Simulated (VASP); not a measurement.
# V: the relaxed cell at several levels of theory, part 2 of 2

Which functional gives which lattice for V? The starting structure is a measured crystal structure from the Crystallography Open Database. The first relaxation on each setting starts from this cell expanded by 3 % in volume.

VASP 6.6.1.

Results so far: PBEsol 12.91 Å³ an atom; LDA 12.51 Å³ an atom; PBE 13.41 Å³ an atom.

## 5. Relaxation with PBEsol + D3(BJ)

Level of this step: PBEsol with D3(BJ), zero-moment start; plane waves and PAW (V_sv) (VASP).

D3 with Becke-Johnson damping keeps a finite attraction at short range. This run starts from the cell of an earlier relaxation, which isn't shown; the restart sets up the plane waves anew.

Contents of INCAR:

```
SYSTEM = V
PREC = Accurate
ENCUT = 450
EDIFF = 1E-06
NELM = 100
ISMEAR = 1
SIGMA = 0.15
LREAL = .FALSE.
ALGO = Normal
GGA = PS
IVDW = 12
NBANDS = 13
ISPIN = 2
MAGMOM = 0
LASPH = .TRUE.
LMAXMIX = 4
LORBIT = 11
LWAVE = .FALSE.
LCHARG = .FALSE.
KPAR = 4
IBRION = 2
NSW = 50
ISIF = 3
EDIFFG = -0.006
```

Contents of POSCAR:

```
V
1.0
   -1.4582976878      1.4582976878      1.4582976878
    1.4582976878     -1.4582976878      1.4582976878
    1.4582976878      1.4582976878     -1.4582976878
V
1
Direct
    0.0000000000      0.0000000000      0.0000000000
```

Contents of KPOINTS:

```
Automatic mesh
0
Gamma
20 20 20
0 0 0
```

The projector-augmented-wave data sets are V_sv (PBE family, release 64).

Started as:

```
> mpirun -np 4 vasp_std
```

Log:

```text
[banner, memory and clock lines left out]
running    4 mpi-ranks, on    1 nodes
[...]
[... a notice as in an earlier step ...]

 LDA part: xc-table for (Slater+PW92), standard interpolation
 POSCAR, INCAR and KPOINTS ok, starting setup
[...]
entering main loop
       N       E                     dE             d eps       ncg     rms          rms(c)
DAV:   1     0.812031210633E+02    0.81203E+02   -0.63398E+03 13466   0.999E+02
DAV:   2    -0.990378526995E+01   -0.91107E+02   -0.87978E+02 13742   0.293E+02
DAV:   3    -0.110266705135E+02   -0.11229E+01   -0.11209E+01 14702   0.375E+01
DAV:   4    -0.110315490484E+02   -0.48785E-02   -0.48784E-02 14632   0.259E+00
[...]
DAV:   9    -0.961848724330E+01   -0.36747E-04   -0.63860E-05 14512   0.105E-01    0.515E-02
DAV:  10    -0.961849530800E+01   -0.80647E-05   -0.35447E-06 13715   0.175E-02    0.200E-03
DAV:  11    -0.961849532021E+01   -0.12203E-07   -0.29166E-08  7141   0.220E-03
   1 F= -.10336399E+02 E0= -.10336457E+02  d E =-.103364E+02  mag=    -0.0000
[...]
DAV:   2    -0.961325720852E+01    0.11581E-01   -0.22043E-02 13417   0.255E+00    0.238E-01
DAV:   3    -0.961312399967E+01    0.13321E-03   -0.13442E-04 14042   0.123E-01    0.149E-01
DAV:   4    -0.961306728269E+01    0.56717E-04   -0.94417E-05 13622   0.105E-01    0.970E-03
DAV:   5    -0.961306724811E+01    0.34586E-07   -0.11176E-06 11852   0.153E-02
   2 F= -.10336310E+02 E0= -.10336361E+02  d E =0.898440E-04  mag=     0.0000
 trial-energy change:    0.000090  1 .order    0.000098   -0.000375    0.000570
 step:   0.4087(harm=  0.3965)  dis= 0.00000  next Energy=   -10.336476 (dE=-0.771E-04)
[...]
N       E                     dE             d eps       ncg     rms          rms(c)
DAV:   1    -0.962053247371E+01   -0.74652E-02   -0.59503E-02 13357   0.413E+00    0.763E-01
DAV:   2    -0.961646032816E+01    0.40721E-02   -0.80073E-03 13427   0.152E+00    0.140E-01
DAV:   3    -0.961641449045E+01    0.45838E-04   -0.45912E-05 13972   0.723E-02    0.845E-02
DAV:   4    -0.961639409800E+01    0.20392E-04   -0.33908E-05 13652   0.629E-02    0.618E-03
DAV:   5    -0.961639456479E+01   -0.46679E-06   -0.42663E-07  8726   0.996E-03
   3 F= -.10336474E+02 E0= -.10336529E+02  d E =-.749219E-04  mag=    -0.0000
[...]
reached required accuracy - stopping structural energy minimisation
```

Run time: 13 s. Hardware: 4 MPI ranks of Intel Xeon 6975P-C (Granite Rapids), shared host; peak memory 0.66 GiB; 47 s of CPU time.

Parts of OUTCAR (step 5):

```text
 Edisp (eV)   -0.72324

 Edisp (eV)   -0.72008

  Total      -0.00105    -0.00105    -0.00105     0.00000     0.00000     0.00000
  in kB      -0.13555    -0.13555    -0.13555     0.00000     0.00000     0.00000
  external pressure =       -0.14 kB  Pullay stress =        0.00 kB

 POSITION                                       TOTAL-FORCE (eV/Angst)
 -----------------------------------------------------------------------------------
      0.00000      0.00000     -0.00000         0.000000      0.000000      0.000000
 -----------------------------------------------------------------------------------
    total drift:                                0.000000      0.000000     -0.000000

  FREE ENERGIE OF THE ION-ELECTRON SYSTEM (eV)
  ---------------------------------------------------
  free  energy   TOTEN  =       -10.3364742985 eV

  energy  without entropy=      -10.3366394694  energy(sigma->0) =      -10.33652936

 magnetization (x)
# of ion       s       p       d       tot
------------------------------------------
    1        0.000   0.000  -0.000   0.000

[... 2 parts as in an earlier step ...]

[... 2 further parts left out ...]
[key lines of the parts left out:]
E-fermi :  10.6551
```

With PBEsol + D3(BJ) the relaxed cell holds 12.368 Å³ an atom, -10.97 % against the measured cell, with a = 2.914 Å. That is -4.24 % from PBEsol.

## 6. Relaxation with r2SCAN

r2SCAN adds the kinetic-energy density, costs more than a GGA and is run with LASPH. This run starts from the cell of an earlier relaxation, which isn't shown; the restart sets up the plane waves anew.

INCAR: that of step 5 with these lines changed.

```diff
@@ -9,4 +9,4 @@
 ALGO = Normal
-GGA = PS
-IVDW = 12
+METAGGA = R2SCAN
+LASPH = .TRUE.
 NBANDS = 13
@@ -14,3 +14,2 @@
 MAGMOM = 0
-LASPH = .TRUE.
 LMAXMIX = 4
```

Contents of POSCAR:

```
V
1.0
   -1.4923471539      1.4923471539      1.4923471539
    1.4923471539     -1.4923471539      1.4923471539
    1.4923471539      1.4923471539     -1.4923471539
V
1
Direct
    0.0000000000      0.0000000000      0.0000000000
```

KPOINTS is that of step 5.

Started as:

```
> mpirun -np 4 vasp_std
```

Log:

```text
[banner, memory and clock lines left out]
running    4 mpi-ranks, on    1 nodes
[...]
[... a notice as in an earlier step ...]

 LDA part: xc-table for (None), standard interpolation
 POSCAR, INCAR and KPOINTS ok, starting setup
[...]
entering main loop
       N       E                     dE             d eps       ncg     rms          rms(c)
DAV:   1     0.792178553909E+02    0.79218E+02   -0.64990E+03 13395   0.101E+03
DAV:   2    -0.175738485618E+02   -0.96792E+02   -0.93758E+02 13787   0.305E+02
DAV:   3    -0.188664581514E+02   -0.12926E+01   -0.12900E+01 14567   0.406E+01
DAV:   4    -0.188727582358E+02   -0.63001E-02   -0.63000E-02 14737   0.300E+00
[...]
DAV:  11    -0.141313598575E+02    0.83059E-05   -0.24248E-05 14587   0.797E-02    0.782E-03
DAV:  12    -0.141313620444E+02   -0.21869E-05   -0.67985E-07  8341   0.106E-02    0.339E-03
DAV:  13    -0.141313628998E+02   -0.85542E-06   -0.59033E-08  6876   0.314E-03
   1 F= -.14131363E+02 E0= -.14131444E+02  d E =-.141314E+02  mag=     0.0000
[...]
DAV:   2    -0.141313493414E+02    0.48810E-02   -0.89628E-03 13432   0.167E+00    0.153E-01
DAV:   3    -0.141313349592E+02    0.14382E-04   -0.50522E-05 14046   0.796E-02    0.904E-02
DAV:   4    -0.141313197860E+02    0.15173E-04   -0.35992E-05 13732   0.691E-02    0.617E-03
DAV:   5    -0.141313198816E+02   -0.95680E-07   -0.51355E-07  9324   0.863E-03
   2 F= -.14131320E+02 E0= -.14131399E+02  d E =0.430182E-04  mag=    -0.0000
 trial-energy change:    0.000043  1 .order    0.000036   -0.000152    0.000223
 step:   0.3770(harm=  0.4051)  dis= 0.00000  next Energy=   -14.131391 (dE=-0.282E-04)
[...]
N       E                     dE             d eps       ncg     rms          rms(c)
DAV:   1    -0.141332932343E+02   -0.19734E-02   -0.27238E-02 13342   0.281E+00    0.481E-01
DAV:   2    -0.141314113172E+02    0.18819E-02   -0.35591E-03 13432   0.104E+00    0.943E-02
DAV:   3    -0.141313969314E+02    0.14386E-04   -0.19280E-05 13980   0.498E-02    0.549E-02
DAV:   4    -0.141313895158E+02    0.74156E-05   -0.14296E-05 13742   0.437E-02    0.408E-03
DAV:   5    -0.141313898593E+02   -0.34349E-06   -0.20165E-07  7446   0.570E-03
   3 F= -.14131390E+02 E0= -.14131470E+02  d E =-.269595E-04  mag=     0.0000
[...]
reached required accuracy - stopping structural energy minimisation
```

Wall time 52 s (4 MPI ranks); peak memory 0.63 GiB.

Parts of OUTCAR (step 6):

```text
  Total       -0.0013173     -0.0013173     -0.0013173     -0.0000000     -0.0000000      0.0000000
  in kB       -0.1590319     -0.1590319     -0.1590319     -0.0000000     -0.0000000      0.0000000
  external PRESSURE =      -0.1590319 kB  Pullay stress =       0.0000000 kB

 POSITION                                       TOTAL-FORCE (eV/Angst)
 -----------------------------------------------------------------------------------
      0.00000      0.00000      0.00000        -0.000000      0.000000     -0.000000
 -----------------------------------------------------------------------------------
    total drift:                                0.000000      0.000000     -0.000000

  FREE ENERGIE OF THE ION-ELECTRON SYSTEM (eV)
  ---------------------------------------------------
  free  energy   TOTEN  =       -14.1313898593 eV

  energy  without entropy=      -14.1316308346  energy(sigma->0) =      -14.13147018

 magnetization (x)
# of ion       s       p       d       tot
------------------------------------------
    1       -0.000  -0.000   0.000  -0.000

[... 2 parts as in an earlier step ...]

[... 2 further parts left out ...]
[key lines of the parts left out:]
E-fermi :   9.8438
```

With r2SCAN the relaxed cell holds 13.271 Å³ an atom, -4.46 % against the measured cell, with a = 2.983 Å. That is +2.76 % from PBEsol.

## 7. Relaxation with r2SCAN + rVV10

rVV10 adds a nonlocal correlation energy for dispersion. This run starts from the cell of an earlier relaxation, which isn't shown; the restart sets up the plane waves anew.

INCAR: that of step 6 with these lines changed.

```diff
@@ -10,2 +10,6 @@
 METAGGA = R2SCAN
+LUSE_VDW = .TRUE.
+IVDW_NL = 2
+BPARAM = 11.95
+CPARAM = 0.0093
 LASPH = .TRUE.
```

Contents of POSCAR:

```
V
1.0
   -1.4888390782      1.4888390782      1.4888390782
    1.4888390782     -1.4888390782      1.4888390782
    1.4888390782      1.4888390782     -1.4888390782
V
1
Direct
    0.0000000000      0.0000000000      0.0000000000
```

KPOINTS is that of step 6.

Started as:

```
> mpirun -np 4 vasp_std
```

Log:

```text
[banner, memory and clock lines left out]
running    4 mpi-ranks, on    1 nodes
[...]
|                                                                             |
|               ----> ADVICE to this user running VASP <----                  |
|                                                                             |
|     You have switched on vdW-DFT.                                           |
|     This routine was written and supplied by Jiri Klimes. We recommend      |
|     that you carefully read and cite the following publications:            |
|       J. Klimes, D.R. Bowler, A. Michelides                                 |
|          J. Phys.: Cond Matt. 22 022201 (2010)                              |
|       J. Klimes, D.R. Bowler, A. Michelides                                 |
|          Phys. Rev. B. 83, 195131 (2011)                                    |
|     and references therein.                                                 |
|                                                                             |

[...]
Total rVV10 correction in eV:      0.2853669    13.0000171
Total rVV10 correction in eV:      0.2853669    13.0000171
Total rVV10 correction in eV:      0.2853669    13.0000171
Total rVV10 correction in eV:      0.2853669    13.0000171
DAV:   4    -0.138451282390E+02    0.86241E-05   -0.16269E-05 13732   0.465E-02    0.442E-03
Total rVV10 correction in eV:      0.2853625    13.0000171
Total rVV10 correction in eV:      0.2853625    13.0000171
Total rVV10 correction in eV:      0.2853625    13.0000171
Total rVV10 correction in eV:      0.2853625    13.0000171
DAV:   5    -0.138451286104E+02   -0.37139E-06   -0.22779E-07  7596   0.605E-03
Total rVV10 correction in eV:      0.2853586    13.0000171
Total rVV10 correction in eV:      0.2853586    13.0000171
Total rVV10 correction in eV:      0.2853586    13.0000171
Total rVV10 correction in eV:      0.2853586    13.0000171
Total rVV10 correction in eV:      0.2853601    13.0000171
Total rVV10 correction in eV:      0.2853601    13.0000171
Total rVV10 correction in eV:      0.2853601    13.0000171
Total rVV10 correction in eV:      0.2853601    13.0000171
   3 F= -.13845129E+02 E0= -.13845206E+02  d E =-.326249E-04  mag=     0.0000
[...]
reached required accuracy - stopping structural energy minimisation
```

Elapsed: 61 s, on 4 MPI ranks; peak memory 0.81 GiB.

From OUTCAR (step 7):

```text
  Total       -0.0012258     -0.0012258     -0.0012258     -0.0000000     -0.0000000     -0.0000000
  in kB       -0.1490587     -0.1490587     -0.1490587     -0.0000000     -0.0000000     -0.0000000
  external PRESSURE =      -0.1490587 kB  Pullay stress =       0.0000000 kB

 POSITION                                       TOTAL-FORCE (eV/Angst)
 -----------------------------------------------------------------------------------
     -0.00000      0.00000      0.00000         0.000000     -0.000000      0.000000
 -----------------------------------------------------------------------------------
    total drift:                                0.000000     -0.000000      0.000000

  FREE ENERGIE OF THE ION-ELECTRON SYSTEM (eV)
  ---------------------------------------------------
  free  energy   TOTEN  =       -13.8451286104 eV

  energy  without entropy=      -13.8453598734  energy(sigma->0) =      -13.84520570

 magnetization (x)
# of ion       s       p       d       tot
------------------------------------------
    1        0.000   0.000   0.000   0.000

[... 2 parts as in an earlier step ...]

[... 2 further parts left out ...]
[key lines of the parts left out:]
E-fermi :   9.9229
```

With r2SCAN + rVV10 the relaxed cell holds 13.175 Å³ an atom, -5.15 % against the measured cell, with a = 2.976 Å. That is +2.02 % from PBEsol.

## 8. All runs side by side

```
          level  volume (Å³/atom)  against the measured cell (%)   a (Å)  pressure left (GPa)  core minutes
         PBEsol            12.915                          -7.03   2.956                  0.0          2.19
            LDA            12.514                          -9.91  2.9251                -0.01          1.87
            PBE            13.414                          -3.43  2.9936                 0.01           2.4
PBEsol + D3(BJ)            12.368                         -10.97  2.9137                -0.01          2.85
         r2SCAN            13.271                          -4.46  2.9829                -0.02          10.5
 r2SCAN + rVV10            13.175                          -5.15  2.9758                -0.01          12.0
```

Core minutes are wall time times ranks, summed over the relaxations behind a row (those for a bulk modulus apart), on shared hosts.

## 9. Summary of results

| Item | Value |
| --- | --- |
| volume, PBEsol | 12.91 Å³/atom |
| volume, LDA | 12.51 Å³/atom |
| volume, PBE | 13.41 Å³/atom |
| volume, PBEsol + D3(BJ) | 12.37 Å³/atom |
| volume, r2SCAN | 13.27 Å³/atom |
| volume, r2SCAN + rVV10 | 13.18 Å³/atom |

In words: Across 6 levels the volume of V spans 8.5 %, from 12.37 Å³ an atom (PBEsol + D3(BJ)) to 13.41 Å³ (PBE). Against the measured volume of the starting structure, PBE comes nearest (-3.4 %) and PBEsol + D3(BJ) lies farthest (-11.0 %). The measured cell holds zero-point expansion and, unless it was taken cold, thermal expansion, which the runs lack, so small differences decide nothing. Adding D3(BJ) to PBEsol changes the volume by -4.2 %. Adding rVV10 to r2SCAN changes the volume by -0.7 %. All runs keep the symmetry of the start, so they can't find a distortion of lower symmetry. Further runs on this material are not shown.

[Lines on the potential files, build, host, timing and source positions are cut from VASP's logs without a mark.]

[Logs are printed without paths, hosts, clocks, repeated set-up lines and the standing remarks that a program may print on its own settings, such as how far it seeks lower states.]

[Hosts, paths, dates, database ids (printed as entryN), source tags and the programs' standing remarks are cut or masked in the printed files.]
